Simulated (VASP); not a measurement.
TlIn4: relaxation of cell and atoms with PBE

Crystal: TlIn4.

```xyz
5
Lattice="-3.1745 3.1745 3.1745 3.1745 -3.1745 3.1745 3.1745 3.1745 -3.1745" Properties=species:S:1:pos:R:3 pbc="T T T"
Tl    0.0000    0.0000    0.0000
In    1.5872    1.5872    1.5872
In   -1.5872    1.5872    1.5872
In    1.5872    1.5872   -1.5872
In    1.5872   -1.5872    1.5872
```

The cell was built by a generator and needn't be a form met in nature.

The cell isn't the ideal one: species swapped into the Hg4Pt type (Im-3m, No. 229).

| Property | Result |
| --- | --- |
| Program | VASP 6.6.1 |
| Task | relaxation of cell and atoms |
| Functional | PBE |
| Potentials or basis | VASP PAW PBE potentials, release 64 (Tl_d, In_d) |
| Cutoff | 600 eV |
| k mesh | 4 × 4 × 4 |
| Occupations | gaussian, width 0.1 eV |
| Spin | no spin polarisation |
| Dipole correction | no |
| Further INCAR settings | ALGO = Normal; EDIFF = 1e-07; IBRION = 2; EDIFFG = -0.04; NSW = 90; ISIF = 3 |

```
Relaxed volume                         : 35.63 Å³/atom
Relaxed cell                           : a = 6.140 Å, b = 6.140 Å, c = 6.140 Å, α = 109.47°, β = 109.47°, γ = 109.47°
Space group after relaxing (to 0.05 Å) : Im-3m (No. 229)
Energy gained by relaxing              : 379.2 meV/atom
Ionic steps                            : 3
Pressure after relaxing                : 0.1 GPa
Band gap on the k mesh                 : none (metal or under the smearing width)
```

The path:
| step | energy change (eV) | largest force (eV/Å) | pressure (GPa) | volume (Å³) |
| --- | --- | --- | --- | --- |
| 1 | 0.0000 | 0.0000 | 16.16 | 127.96 |
| 2 | -1.8922 | 0.0000 | -0.37 | 181.95 |
| 3 | -1.8958 | 0.0000 | 0.07 | 178.17 |

Final structure:
```cif
data_structure
_symmetry_space_group_name_H-M 'P 1'
_symmetry_Int_Tables_number 1
_cell_length_a 6.1398
_cell_length_b 6.1398
_cell_length_c 6.1398
_cell_angle_alpha 109.471
_cell_angle_beta 109.471
_cell_angle_gamma 109.471
_cell_volume 178.17
loop_
_atom_site_label
_atom_site_type_symbol
_atom_site_fract_x
_atom_site_fract_y
_atom_site_fract_z
_atom_site_occupancy
Tl1 Tl 0.00000 0.00000 0.00000 1
In1 In 0.50000 0.50000 0.50000 1
In2 In 0.50000 0.00000 0.00000 1
In3 In 0.00000 0.00000 0.50000 1
In4 In 0.00000 0.50000 0.00000 1
```

Levels at points of the mesh, in eV from the Fermi level:
```
           k point  band 29  band 30  band 31  band 32  band 33  band 34  band 35  band 36
(0.00, 0.00, 0.00)    -2.89    -2.82    -2.02    -2.02    -2.02    -0.19    -0.19    -0.19
(0.50, 0.00, 0.00)    -3.51    -3.18    -1.91     0.46     0.59     1.52     1.62     2.03
(0.50, 0.50, 0.50)    -5.48    -1.88    -1.88    -0.93     1.41     1.41     1.41     3.64
```

It took 2.5 min on 1 thread of Intel(R) Xeon(R) Platinum 8559C (Emerald Rapids), with other jobs on the host, peak memory 0.34 GiB.

Caveat: the volume moved by over 15 % at a fixed basis, so the end points are rough. The run has no spin-orbit coupling, so splittings on Tl are missing.
